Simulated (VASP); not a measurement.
# Li3NbP2 (P6/mmm) in VASP: reference runs

Reference runs on Li3NbP2: the cell as given.

All numbers are computed with VASP 6.6.1; they aren't measurements. Logs are shortened: lines on timing, memory, paths and dates and some standing lists are left out, and cuts for length are marked.

## Step 1: The structure

It takes space group P6/mmm (No. 191, hexagonal). Conventional cell: a = 4.780 Å, b = 4.780 Å, c = 4.023 Å, α = 90.00°, β = 90.00°, γ = 120.00°. Li (site symmetry mmm) is surrounded by 4 Li at 2.39 Å and 4 P at 2.44 Å. Around Nb (site symmetry 6/mmm) lie 6 P at 2.76 Å and 12 Li at 3.12 Å. Around P (site symmetry -6m2) lie 6 Li at 2.44 Å and 3 P at 2.76 Å and 3 Nb at 2.76 Å.

The cell was built by a generator and needn't be a form met in nature.

## Step 2: Single point, PBE

Input file INCAR:

```
PREC = Accurate
ENCUT = 520
EDIFF = 1E-7
ISMEAR = -1
SIGMA = 0.05
LREAL = F
LASPH = T
NELM = 60
ALGO = Normal
ISIF = 2
LWAVE = F
LCHARG = T
GGA = PE
LELF = T
LVHAR = T
NBANDS = 25
```

Input file KPOINTS:

```
regular mesh
0
Gamma
  7 7 7
```

Input file POSCAR:

```
Li3NbP2
1.0
    4.7804300000      0.0000000000      0.0000000000
   -2.3902100000      4.1399700000      0.0000000000
    0.0000000000      0.0000000000      4.0231400000
Li Nb P
3 1 2
Direct
    0.0000000000      0.5000000000      0.5000000000
    0.5000000000      0.0000000000      0.5000000000
    0.5000000000      0.5000000000      0.5000000000
    0.0000000000      0.0000000000      0.0000000000
    0.3333300000      0.6666700000      0.0000000000
    0.6666700000      0.3333300000      0.0000000000
```

Potentials or basis: VASP PAW PBE potentials, release 64 (Li_sv, Nb_sv, P).

Run with:

```sh
$ cat potpaw_PBE.64/Li_sv/POTCAR potpaw_PBE.64/Nb_sv/POTCAR potpaw_PBE.64/P/POTCAR > POTCAR
$ mpirun -np 1 vasp_std > vasp.out
```

OUTCAR:

```text
PREC = Accurate
   ENCUT = 520
   EDIFF = 1E-7
   ISMEAR = -1
   LREAL = F
   LASPH = T
   NELM = 60
   ISIF = 2
   GGA = PE

 ion  position               nearest neighbor table
   1  0.000  0.500  0.500-   2 2.39   2 2.39   3 2.39   3 2.39   5 2.44   6 2.44   5 2.44   6 2.44

   2  0.500  0.000  0.500-   3 2.39   3 2.39   1 2.39   1 2.39   5 2.44   6 2.44   5 2.44   6 2.44

   3  0.500  0.500  0.500-   2 2.39   2 2.39   1 2.39   1 2.39   5 2.44   6 2.44   5 2.44   6 2.44

   4  0.000  0.000  0.000-   5 2.76   6 2.76   5 2.76   6 2.76   6 2.76   5 2.76
   5  0.333  0.667  0.000-   2 2.44   2 2.44   1 2.44   1 2.44   3 2.44   3 2.44   6 2.76   4 2.76
                             6 2.76   4 2.76   4 2.76   6 2.76
   6  0.667  0.333  0.000-   2 2.44   2 2.44   1 2.44   1 2.44   3 2.44   3 2.44   5 2.76   4 2.76
                             5 2.76   4 2.76   4 2.76   5 2.76

  LATTYP: Found a hexagonal cell.
 ALAT       =     4.7804300000
 C/A-ratio  =     0.8415853804

  Lattice vectors:

 A1 = (   4.7804300000,   0.0000000000,   0.0000000000)
 A2 = (  -2.3902100000,   4.1399700000,   0.0000000000)
 A3 = (   0.0000000000,   0.0000000000,   4.0231400000)

Analysis of symmetry for initial positions (statically):
=====================================================================
 Subroutine PRICEL returns:
 Original cell was already a primitive cell.

 Routine SETGRP: Setting up the symmetry group for a
 hexagonal supercell.

 Subroutine GETGRP returns: Found  8 space group operations
 (whereof  8 operations were pure point group operations)
 out of a pool of 24 trial point group operations.

The static configuration has the point symmetry D_2h.

Analysis of symmetry for dynamics (positions and initial velocities):
=====================================================================
 Subroutine PRICEL returns:
 Original cell was already a primitive cell.

 Routine SETGRP: Setting up the symmetry group for a
 hexagonal supercell.

 Subroutine GETGRP returns: Found  8 space group operations
 (whereof  8 operations were pure point group operations)
 out of a pool of 24 trial point group operations.

The dynamic configuration has the point symmetry D_2h.

 Subroutine INISYM returns: Found  8 space group operations
 (whereof  8 operations are pure point group operations),
 and found     1 'primitive' translations

----------------------------------------------------------------------------------------

                                     Primitive cell

  volume of cell :      79.6213

  direct lattice vectors                    reciprocal lattice vectors
     4.780430000  0.000000000  0.000000000     0.209186203  0.120773569  0.000000000
    -2.390210000  4.139970000  0.000000000     0.000000000  0.241547644  0.000000000
     0.000000000  0.000000000  4.023140000     0.000000000  0.000000000  0.248562068

  length of vectors
     4.780430000  4.780424191  4.023140000     0.241547351  0.241547644  0.248562068

  position of ions in fractional coordinates (direct lattice)
     0.000000000  0.500000000  0.500000000
     0.500000000  0.000000000  0.500000000
     0.500000000  0.500000000  0.500000000
     0.000000000  0.000000000  0.000000000
     0.333330000  0.666670000  0.000000000
     0.666670000  0.333330000  0.000000000

  ion indices of the primitive-cell ions
   primitive index   ion index
                 1           1
                 2           2
                 3           3
                 4           4
                 5           5
                 6           6

----------------------------------------------------------------------------------------

 KPOINTS: regular mesh

Automatic generation of k-mesh.
 Grid dimensions read from file:
 generate k-points for:    7    7    7

 Generating k-lattice:

  Cartesian coordinates                     Fractional coordinates (reciprocal lattice)
     0.029883743  0.017253367  0.000000000     0.142857143  0.000000000  0.000000000
     0.000000000  0.034506806  0.000000000     0.000000000  0.142857143  0.000000000
     0.000000000  0.000000000  0.035508867     0.000000000  0.000000000  0.142857143

  Length of vectors
     0.034506764  0.034506806  0.035508867

  Shift w.r.t. Gamma in fractional coordinates (k-lattice)
     0.000000000  0.000000000  0.000000000

 Subroutine IBZKPT returns following result:
 ===========================================

 Found     64 irreducible k-points:

 Following reciprocal coordinates:
            Coordinates               Weight
  0.000000  0.000000  0.000000      1.000000
  0.142857  0.000000  0.000000      4.000000
 -0.142857  0.142857  0.000000      2.000000
  0.285714  0.000000  0.000000      4.000000
 -0.285714  0.285714  0.000000      2.000000
  0.428571  0.000000  0.000000      4.000000
[... 16 lines left out ...]
 -0.428571  0.428571  0.142857      4.000000
  0.142857  0.142857  0.142857      4.000000
 [... further k-points ...]
   k-points           NKPTS =     64   k-points in BZ     NKDIM =     64   number of bands    NBANDS=     25
   number of dos      NEDOS =    301   number of ions     NIONS =      6
   total plane-waves  NPLWV =  38880
   dimension x,y,z NGX =    36 NGY =   36 NGZ =   30
   dimension x,y,z NGXF=    72 NGYF=   72 NGZF=   60
   ions per type =               3   1   2
   NGX,Y,Z   is equivalent  to a cutoff of  12.52, 12.52, 12.40 a.u.
   NGXF,Y,Z  is equivalent  to a cutoff of  25.04, 25.04, 24.79 a.u.
 SYSTEM =  unknown system
   PREC   = accura    normal or accurate (medium, high low for compatibility)
   ISTART =      0    job   : 0-new  1-cont  2-samecut
   ICHARG =      2    charge: 1-file 2-atom 10-const
   ISPIN  =      1    spin polarized calculation?
   LNONCOLLINEAR =      F non collinear calculations
   LSORBIT =      F    spin-orbit coupling
   LASPH  =      T    aspherical Exc in radial PAW
   ENCUT  =  520.0 eV  38.22 Ry    6.18 a.u.   8.89  8.89  7.48*2*pi/ulx,y,z
   NELM   =     60;   NELMIN=  2; NELMDL= -5     # of ELM steps
   EDIFF  = 0.1E-06   stopping-criterion for ELM
   LREAL  =      F    real-space projection
   EDIFFG = 0.1E-05   stopping-criterion for IOM
   NSW    =      0    number of steps for IOM
   IBRION =     -1    ionic relax: 0-MD 1-quasi-New 2-CG
   NFREE  =      0    steps in history (QN), initial steepest desc. (CG)
   ISIF   =      2    stress and relaxation
   ISYM   =      2    0-nonsym 1-usesym 2-fastsym
   POTIM  = 0.5000    time-step for ionic-motion
   TEBEG  =    0.0;   TEEND  =   0.0 temperature during run
   PSTRESS=    0.0 pullay stress
   NELECT =      32.0000    total number of electrons
   NUPDOWN=      -1.0000    fix difference up-down
   EMIN   =  10.00;   EMAX   =-10.00  energy-range for DOS
   EFERMI =   0.00;   METHOD = LEGACY
   ISMEAR =    -1;   SIGMA  =   0.05  broadening in eV -4-tet -1-fermi 0-gaus
   EFERMI_NEDOS =   21; number of points for ismear=-14 and -15
   IALGO  =     38    algorithm
   IMIX   =      4    mixing-type and parameters
     AMIX     =   0.40;   BMIX     =  1.00
     AMIX_MAG =   1.60;   BMIX_MAG =  1.00
  volume/ion in A,a.u.               =      13.27        89.55
  Fermi-wavevector in a.u.,A,eV,Ry     =   1.208134  2.283042 19.858892  1.459587
  Thomas-Fermi vector in A             =   2.343751
   LORBIT       =      0    0 simple, 1 ext, 2 COOP (PROOUT), +10 PAW based schemes
   GGA     = PE    functional components
   LHFCALC =     F    Hartree Fock is set to
   AEXX    =    0.0000 exact exchange contribution
   IVDW    =     0    specifies the selected vdW correction
   LEPSILON=     F    determine dielectric tensor
   LRPA    =     F    only Hartree local field effects (RPA)
 non-spin polarized calculation
  energy-cutoff  :      520.00
  volume of cell :       79.62
 maximum number of plane-waves:      2181
   NGX = 17   NGY = 17   NGZ = 15

 number of electron      32.0000026 magnetization

 Free energy of the ion-electron system (eV)
  ---------------------------------------------------
  ext. energy  EPLUGINS =         0.00000000
  ---------------------------------------------------
  free energy    TOTEN  =       -28.80396550 eV

  energy without entropy =      -28.77915111  energy(sigma->0) =      -28.79155831

 E-fermi :   6.8927     XC(G=0): -10.5605

 val. band max:        6.8813222898   @ k =   0.0000   0.0000   0.4286
 cond. band min:       6.9122912984   @ k =   0.1429   0.0000   0.2857
 fundamental gap:      0.0309690086
 Fermi energy:         6.8926870475

 k-point     1 :       0.0000    0.0000    0.0000
  band No.  band energies     occupation
      1     -48.1957      2.00000
      2     -38.5281      2.00000
      3     -38.4066      2.00000
      4     -38.4066      2.00000
      5     -24.2430      2.00000
      6     -24.2100      2.00000
[... 17 lines left out ...]
     24      12.2919      0.00000
     25      12.2920      0.00000

 k-point     2 :       0.1429    0.0000    0.0000
  band No.  band energies     occupation
      1     -48.1956      2.00000
      2     -38.5228      2.00000
      3     -38.4119      2.00000
      4     -38.4065      2.00000
      5     -24.2429      2.00000
      6     -24.2121      2.00000
[... 17 lines left out ...]
     24      12.5205      0.00000
     25      13.0218      0.00000

 k-point     3 :      -0.1429    0.1429    0.0000
  band No.  band energies     occupation
      1     -48.1956      2.00000
      2     -38.5228      2.00000
      3     -38.4119      2.00000
      4     -38.4065      2.00000
      5     -24.2429      2.00000
      6     -24.2121      2.00000
[... 552 lines left out ...]
 k-point    23 :      -0.4286    0.4286    0.1429
  band No.  band energies     occupation
      1     -48.1952      2.00000
      2     -38.4913      2.00000
      3     -38.4435      2.00000
      4     -38.4065      2.00000
      5     -24.2471      2.00000
      6     -24.2202      2.00000
[... 17 lines left out ...]
     24      12.7888      0.00000
     25      13.6156      0.00000

 k-point    24 :       0.1429    0.1429    0.1429
  band No.  band energies     occupation
      1     -48.1954      2.00000
      2     -38.5128      2.00000
      3     -38.4218      2.00000
      4     -38.4065      2.00000
      5     -24.2474      2.00000
      6     -24.2148      2.00000
[... 17 lines left out ...]
     24      13.2316      0.00000
     25      13.2907      0.00000

 [... further k-points ...]

------------------------ aborting loop because EDIFF is reached ----------------------------------------

  FORCE on cell =-STRESS in cart. coord.  units (eV):
  Direction    XX          YY          ZZ          XY          YZ          ZX
  --------------------------------------------------------------------------------------
  -------------------------------------------------------------------------------------
  Total        0.0054187      0.0053441     -0.0318862     -0.0000645      0.0000000      0.0000000
  in kB        0.1090368      0.1075368     -0.6416295     -0.0012987      0.0000000      0.0000000
  external PRESSURE =      -0.1416853 kB  Pullay stress =       0.0000000 kB

 VOLUME and BASIS-vectors are now :
 -----------------------------------------------------------------------------
  energy-cutoff  :      520.00
  volume of cell :       79.62
      direct lattice vectors                 reciprocal lattice vectors
     4.780430000  0.000000000  0.000000000     0.209186203  0.120773569  0.000000000
    -2.390210000  4.139970000  0.000000000     0.000000000  0.241547644  0.000000000
     0.000000000  0.000000000  4.023140000     0.000000000  0.000000000  0.248562068

 POSITION                                       TOTAL-FORCE (eV/Angst)
 -----------------------------------------------------------------------------------
     -1.19511      2.06998      2.01157         0.000000      0.000000     -0.000000
      2.39021      0.00000      2.01157        -0.000000      0.000000     -0.000000
      1.19511      2.06998      2.01157         0.000000      0.000000     -0.000000
      0.00000      0.00000      0.00000        -0.000000      0.000000     -0.000000
     -0.00002      2.75999      0.00000         0.000105     -0.000061      0.000000
      2.39024      1.37998      0.00000        -0.000105      0.000061     -0.000000
 -----------------------------------------------------------------------------------
    total drift:                                0.000000      0.000000      0.000000

  FREE ENERGIE OF THE ION-ELECTRON SYSTEM (eV)
  ---------------------------------------------------
  free  energy   TOTEN  =       -28.8039655014 eV

  energy  without entropy=      -28.7791511141  energy(sigma->0) =      -28.79155831
```

Wall time 1.9 min (1 thread of Intel Xeon Platinum 8488C (Sapphire Rapids), shared host); peak memory 0.25 GiB.

What came out:

```
Free energy            : -28.8040 eV
Band gap on the k mesh : none (metal or under the smearing width)
```

Caveat: the cutoff is under 1.25 times the usual one of these potentials, so pressure, stress and relaxed cells hold a basis-set (Pulay) error.
